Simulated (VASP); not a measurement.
All values below come from PBE GGA with spin-orbit coupling, VASP's PBE PAW potentials (set 64) (plane waves; VASP).

A VASP calculation is set up with these files.

### POSCAR
```
Se
1
    2.1850000000    -3.7845310000     0.0000000000
    2.1850000000     3.7845310000     0.0000000000
    0.0000000000     0.0000000000     4.9500000000
Se
3
Direct
  0.0000000000   0.2250000000   0.6666670000
  0.7750000000   0.7750000000   0.0000000000
  0.2250000000   0.0000000000   0.3333330000
```

**INCAR**
```
SYSTEM = Se
PREC = Accurate; ENCUT = 300; LREAL = .FALSE.
LASPH = .TRUE.
EDIFF = 1E-6; NELM = 100; ALGO = Normal
LMAXMIX = 4
ISMEAR = -1; SIGMA = 0.01
GGA = PE; GGA_COMPAT = .FALSE.
MAGMOM = 0.0 0.0 0.0 0.0 0.0 0.0 0.0 0.0 0.0
LSORBIT = .TRUE.; LNONCOLLINEAR = .TRUE.
ISIF = 2
LWAVE = .FALSE.; LCHARG = .FALSE.; LORBIT = 11
```

File KPOINTS:
```
Automatic mesh
0
Gamma
6 6 5
0 0 0
```

POTCAR, in this order: Se (PBE.64 set). Program: vasp_ncl.

Output

**OUTCAR**
```
 ion  position               nearest neighbor table
   1  0.000  0.225  0.667-   2 2.37   3 2.37
   2  0.775  0.775  0.000-   1 2.37   3 2.37
   3  0.225  0.000  0.333-   2 2.37   1 2.37
  LATTYP: Found a hexagonal cell.
 ALAT       =     4.3699999874
 C/A-ratio  =     1.1327231154
 Subroutine PRICEL returns:
 Original cell was already a primitive cell.
 Subroutine GETGRP returns: Found  6 space group operations
The static configuration has the point symmetry C_2 .
 The point group associated with its full space group is D_3 .
The dynamic configuration has the point symmetry C_2 .
The overall configuration has the point symmetry C_2 .
 Subroutine INISYM returns: Found  6 space group operations
 Subroutine IBZKPT returns following result:
 Found     38 irreducible k-points:

 Following reciprocal coordinates:
            Coordinates               Weight
  0.000000  0.000000  0.000000      1.000000
  0.166667  0.000000  0.000000      6.000000
  0.333333 -0.000000  0.000000      6.000000
  0.500000 -0.000000  0.000000      3.000000
  0.166667  0.166667  0.000000      3.000000
...
```

OSZICAR:
```
       N       E                     dE             d eps       ncg     rms          rms(c)
DAV:   1     0.724851439037E+02    0.72485E+02   -0.53291E+03  1976   0.744E+02
DAV:   2    -0.525051334447E+01   -0.77736E+02   -0.75475E+02  2628   0.163E+02
DAV:   3    -0.105593442859E+02   -0.53088E+01   -0.52662E+01  2474   0.470E+01
DAV:   4    -0.106111037208E+02   -0.51759E-01   -0.51688E-01  2254   0.545E+00
DAV:   5    -0.106116297753E+02   -0.52605E-03   -0.52592E-03  2304   0.524E-01    0.710E+00
DAV:   6    -0.105527836444E+02    0.58846E-01   -0.38246E-02  2102   0.142E+00    0.440E+00
DAV:   7    -0.105330050044E+02    0.19779E-01   -0.71766E-02  2090   0.192E+00    0.878E-01
DAV:   8    -0.105331986204E+02   -0.19362E-03   -0.50821E-03  2122   0.494E-01    0.189E-01
DAV:   9    -0.105328506283E+02    0.34799E-03   -0.14316E-03  2096   0.261E-01    0.777E-02
DAV:  10    -0.105329865084E+02   -0.13588E-03   -0.32683E-04  2210   0.120E-01    0.238E-02
DAV:  11    -0.105329973422E+02   -0.10834E-04   -0.87567E-06  2286   0.214E-02    0.102E-02
DAV:  12    -0.105330023185E+02   -0.49763E-05   -0.43737E-06  2048   0.153E-02    0.425E-03
DAV:  13    -0.105330032651E+02   -0.94654E-06   -0.82281E-07  1364   0.662E-03
   1 F= -.10533003E+02 E0= -.10533003E+02  d E =-.944822E-12  mag=    -0.0000     0.0000    -0.0000
```

### OUTCAR
```
------------------------ aborting loop because EDIFF is reached ----------------------------------------
  FORCE on cell =-STRESS in cart. coord.  units (eV):
  Direction    XX          YY          ZZ          XY          YZ          ZX
  --------------------------------------------------------------------------------------
  Total        1.2385793      1.2385792      2.2242263      0.0000000      0.0000000      0.0000000
  in kB       24.2401711     24.2401709     43.5302185      0.0000000      0.0000000      0.0000000
  external PRESSURE =      30.6701869 kB  Pullay stress =       0.0000000 kB
  volume of cell :       81.87
      direct lattice vectors                 reciprocal lattice vectors
     2.185000000 -3.784531000  0.000000000     0.228832952 -0.132116767  0.000000000
     2.185000000  3.784531000  0.000000000     0.228832952  0.132116767  0.000000000
     0.000000000  0.000000000  4.950000000     0.000000000  0.000000000  0.202020202
 POSITION                                       TOTAL-FORCE (eV/Angst)
 -----------------------------------------------------------------------------------
      0.49163      0.85152      3.30000         0.235295      0.407543     -0.000000
      3.38675      0.00000      0.00000        -0.470590      0.000000     -0.000000
      0.49163     -0.85152      1.65000         0.235295     -0.407543      0.000000
 -----------------------------------------------------------------------------------
    total drift:                               -0.000207      0.000000      0.000000
  FREE ENERGIE OF THE ION-ELECTRON SYSTEM (eV)
  ---------------------------------------------------
  free  energy   TOTEN  =       -10.5330032651 eV

  energy  without entropy=      -10.5330032651  energy(sigma->0) =      -10.53300327

 total charge

# of ion       s       p       d       tot
------------------------------------------
    1        1.512   2.183   0.058   3.754
    2        1.512   2.183   0.058   3.754
    3        1.512   2.183   0.058   3.754
--------------------------------------------------
tot          4.537   6.549   0.175  11.261

 magnetization (x)

# of ion       s       p       d       tot
------------------------------------------
    1       -0.000   0.000  -0.000  -0.000
    2        0.000  -0.000   0.000   0.000
    3       -0.000   0.000  -0.000  -0.000
--------------------------------------------------
tot         -0.000   0.000   0.000   0.000

 magnetization (y)

# of ion       s       p       d       tot
------------------------------------------
    1       -0.000   0.000  -0.000  -0.000
    2        0.000   0.000   0.000   0.000
    3        0.000  -0.000   0.000   0.000
--------------------------------------------------
tot         -0.000   0.000   0.000  -0.000

 magnetization (z)

# of ion       s       p       d       tot
------------------------------------------
    1        0.000   0.000   0.000   0.000
    2        0.000   0.000  -0.000  -0.000
    3       -0.000   0.000  -0.000   0.000
--------------------------------------------------
tot         -0.000   0.000  -0.000   0.000

 Ion:    1  E_soc:     -0.0445838

 Ion:    2  E_soc:     -0.0445838

 Ion:    3  E_soc:     -0.0445838
```
(Selected blocks of OUTCAR.)

The structure is a typed Se crystal. The cell was not relaxed at this level. The run is one of a series of settings (GGA_COMPAT = .FALSE., LNONCOLLINEAR = .TRUE., LSORBIT = .TRUE., MAGMOM = 0.0 0.0 0.0 0.0 0.0 0.0 0.0 0.0 0.0, program vasp_ncl against the base run), some of them coarse on purpose.
